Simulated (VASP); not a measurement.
```xyz
1
Lattice="-2.6048 2.6048 2.6048 2.6048 -2.6048 2.6048 2.6048 2.6048 -2.6048" Properties=species:S:1:pos:R:3 pbc="T T T"
K      0.0000     0.0000     0.0000
```

Method: PBEsol GGA, VASP's PBE PAW potentials (set 64) (plane waves; VASP). Settings: PREC = Normal, EDIFF = 1E-5, 400 eV cut-off, 11×11×11 Γ-centred mesh, first-order Methfessel-Paxton smearing of 0.10 eV, potentials K_sv.

Question: Predict the energy per atom (σ→0), band gap (on the k-mesh) with the smallest direct gap where there is one.

Answer: 
```
Item                                                         Value
------------------------  ----------------------------------------
band gap (on the k-mesh)  none (metal, semimetal or under 0.01 eV)
energy per atom (σ→0)                               -1.135 eV/atom
```

Total energies compare only between runs with the same potentials, cut-off and functional.

The compound is K in the bcc structure. It was relaxed first.
